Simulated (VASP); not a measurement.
Output of a VASP run:

**OUTCAR**
```
 ion  position               nearest neighbor table
   1  0.500  0.500  0.500-   2 3.36   2 3.36   2 3.36   2 3.36   2 3.36   2 3.36
   2  0.000  0.000  0.000-   1 3.36   1 3.36   1 3.36   1 3.36   1 3.36   1 3.36
  LATTYP: Found a face centered cubic cell.
 ALAT       =     6.7176740668
 Subroutine PRICEL returns:
 Original cell was already a primitive cell.
 Subroutine GETGRP returns: Found 48 space group operations
The static configuration has the point symmetry O_h .
The dynamic configuration has the point symmetry O_h .
 Subroutine INISYM returns: Found 48 space group operations
 Subroutine IBZKPT returns following result:
 Found     20 irreducible k-points:

 Following reciprocal coordinates:
            Coordinates               Weight
  0.000000  0.000000  0.000000      1.000000
  0.142857  0.000000  0.000000      8.000000
  0.285714  0.000000  0.000000      8.000000
  0.428571  0.000000  0.000000      8.000000
  0.142857  0.142857  0.000000      6.000000
  0.285714  0.142857  0.000000     24.000000
  0.428571  0.142857  0.000000     24.000000
 -0.428571  0.142857  0.000000     24.000000
 -0.285714  0.142857  0.000000     24.000000
 -0.142857  0.142857  0.000000     12.000000
  0.285714  0.285714  0.000000      6.000000
  0.428571  0.285714  0.000000     24.000000
 -0.428571  0.285714  0.000000     24.000000
 -0.285714  0.285714  0.000000     12.000000
  0.428571  0.428571  0.000000      6.000000
 -0.428571  0.428571  0.000000     12.000000
  0.428571  0.285714  0.142857     24.000000
 -0.428571  0.285714  0.142857     48.000000
 -0.428571  0.428571  0.142857     24.000000
 -0.285714  0.428571  0.142857     24.000000
   k-points           NKPTS =     20   k-points in BZ     NKDIM =     20   number of bands    NBANDS=     14
   number of dos      NEDOS =    301   number of ions     NIONS =      2
   total plane-waves  NPLWV =  46656
   dimension x,y,z NGX =    36 NGY =   36 NGZ =   36
   dimension x,y,z NGXF=    72 NGYF=   72 NGZF=   72
   ions per type =               1   1
   PREC   = accura    normal or accurate (medium, high low for compatibility)
   ISTART =      0    job   : 0-new  1-cont  2-samecut
   ICHARG =      2    charge: 1-file 2-atom 10-const
   ISPIN  =      1    spin polarized calculation?
   LNONCOLLINEAR =      F non collinear calculations
   LSORBIT =      F    spin-orbit coupling
   INIWAV =      1    electr: 0-lowe 1-rand  2-diag
   ENCUT  =  520.0 eV  38.22 Ry    6.18 a.u.   8.83  8.83  8.83*2*pi/ulx,y,z
   NELM   =    100;   NELMIN=  2; NELMDL= -5     # of ELM steps
   EDIFF  = 0.1E-06   stopping-criterion for ELM
   LREAL  =      F    real-space projection
   NLSPLINE    = F    spline interpolate recip. space projectors
   LMAXMIX     =    4 max onsite mixed and CHGCAR
   VOSKOWN=      0    Vosko Wilk Nusair interpolation
   EDIFFG = 0.1E-05   stopping-criterion for IOM
   NSW    =      0    number of steps for IOM
   NBLOCK =      1;   KBLOCK =      1    inner block; outer block
   IBRION =     -1    ionic relax: 0-MD 1-quasi-New 2-CG
   NFREE  =      0    steps in history (QN), initial steepest desc. (CG)
   ISIF   =      2    stress and relaxation
   ISYM   =      2    0-nonsym 1-usesym 2-fastsym
   TEIN   =    0.0    initial temperature
   TEBEG  =    0.0;   TEEND  =   0.0 temperature during run
   SMASS  =  -3.00    Nose mass-parameter (am)
   PSTRESS=    0.0 pullay stress
   NELECT =      20.0000    total number of electrons
   EFERMI =   0.00;   METHOD = LEGACY
   ISMEAR =     0;   SIGMA  =   0.05  broadening in eV -4-tet -1-fermi 0-gaus
   IALGO  =     38    algorithm
   LDIAG  =      T    sub-space diagonalisation (order eigenvalues)
   IMIX   =      4    mixing-type and parameters
     AMIX     =   0.40;   BMIX     =  1.00
     AMIX_MAG =   1.60;   BMIX_MAG =  1.00
     AMIN     =   0.10
   GGA     = RP    functional components
   VOSKOWN =     0    Vosko Wilk Nusair interpolation
   LHFCALC =     F    Hartree Fock is set to
   LHFONE  =     F    Hartree Fock one center treatment
...
```

File OSZICAR:
```
       N       E                     dE             d eps       ncg     rms          rms(c)
DAV:   1     0.152336670168E+03    0.15234E+03   -0.91296E+03   560   0.133E+03
DAV:   2     0.412714496157E+01   -0.14821E+03   -0.14527E+03   602   0.327E+02
DAV:   3    -0.671351502465E+01   -0.10841E+02   -0.10677E+02   752   0.936E+01
DAV:   4    -0.700413411481E+01   -0.29062E+00   -0.29052E+00   690   0.198E+01
DAV:   5    -0.701147880263E+01   -0.73447E-02   -0.73446E-02   740   0.256E+00    0.276E+00
DAV:   6    -0.683215628066E+01    0.17932E+00   -0.45496E-01   698   0.466E+00    0.168E+00
DAV:   7    -0.683129785143E+01    0.85843E-03   -0.12156E-01   704   0.180E+00    0.930E-01
DAV:   8    -0.683672380144E+01   -0.54260E-02   -0.16213E-02   566   0.146E+00    0.154E-01
DAV:   9    -0.683647698683E+01    0.24681E-03   -0.21656E-03   786   0.501E-01    0.679E-02
DAV:  10    -0.683666132845E+01   -0.18434E-03   -0.37599E-04   578   0.122E-01    0.249E-02
DAV:  11    -0.683669363091E+01   -0.32302E-04   -0.87422E-05   632   0.846E-02    0.996E-03
DAV:  12    -0.683669486428E+01   -0.12334E-05   -0.42890E-06   704   0.188E-02    0.957E-03
DAV:  13    -0.683669486149E+01    0.27958E-08   -0.29259E-06   584   0.103E-02    0.377E-03
DAV:  14    -0.683669513268E+01   -0.27120E-06   -0.52596E-07   668   0.769E-03    0.264E-03
DAV:  15    -0.683669517670E+01   -0.44022E-07   -0.13422E-07   472   0.281E-03
   1 F= -.68366952E+01 E0= -.68366952E+01  d E =-.375082E-15
```

### OUTCAR
```
------------------------ aborting loop because EDIFF is reached ----------------------------------------
  FORCE on cell =-STRESS in cart. coord.  units (eV):
  Direction    XX          YY          ZZ          XY          YZ          ZX
  --------------------------------------------------------------------------------------
  Total       -0.4451422     -0.4451422     -0.4451422     -0.0000000      0.0000000      0.0000000
  in kB       -9.4104968     -9.4104968     -9.4104968     -0.0000000      0.0000000      0.0000000
  external PRESSURE =      -9.4104968 kB  Pullay stress =       0.0000000 kB
  volume of cell :       75.79
      direct lattice vectors                 reciprocal lattice vectors
     0.000000000  3.358837033  3.358837033    -0.148861048  0.148861048  0.148861048
     3.358837033  0.000000000  3.358837033     0.148861048 -0.148861048  0.148861048
     3.358837033  3.358837033  0.000000000     0.148861048  0.148861048 -0.148861048
  FREE ENERGIE OF THE ION-ELECTRON SYSTEM (eV)
  ---------------------------------------------------
  free  energy   TOTEN  =        -6.8366951767 eV

  energy  without entropy=       -6.8366951767  energy(sigma->0) =       -6.83669518
```
(Selected blocks of OUTCAR.)

### POSCAR
```
PbTe
1
    0.0000000000     3.3588370334     3.3588370334
    3.3588370334     0.0000000000     3.3588370334
    3.3588370334     3.3588370334     0.0000000000
Te Pb
1 1
Direct
  0.5000000000   0.5000000000   0.5000000000
  0.0000000000   0.0000000000   0.0000000000
```

Problem. Write an INCAR and KPOINTS that could have produced this output.

Solution. This is not unique; one that fits is the input of the run itself, RPBE GGA, plane waves, VASP's PBE PAW potentials (set 64).

### KPOINTS
```
kpoints
0
G
7 7 7
```

INCAR:
```
ISIF=2   ! forces and stress, cell fixed
SYSTEM=PbTe
NELM=100   ! most electronic steps
LCHARG=F
EDIFF=1E-7
SIGMA=0.05   ! width (eV)
GGA=RP   ! RPBE
ISMEAR=0
LREAL=F
ALGO=Normal   ! blocked Davidson
PREC=Accurate
LASPH=T   ! aspherical one-centre terms
LMAXMIX=4
LWAVE=F
ENCUT=520
```

POTCAR, in this order: Te Pb_d (PBE.64 set). Program: vasp_std.

The compound is PbTe in the rock salt structure. This cell is one point of a volume scan, at 1.03 of the reference volume.
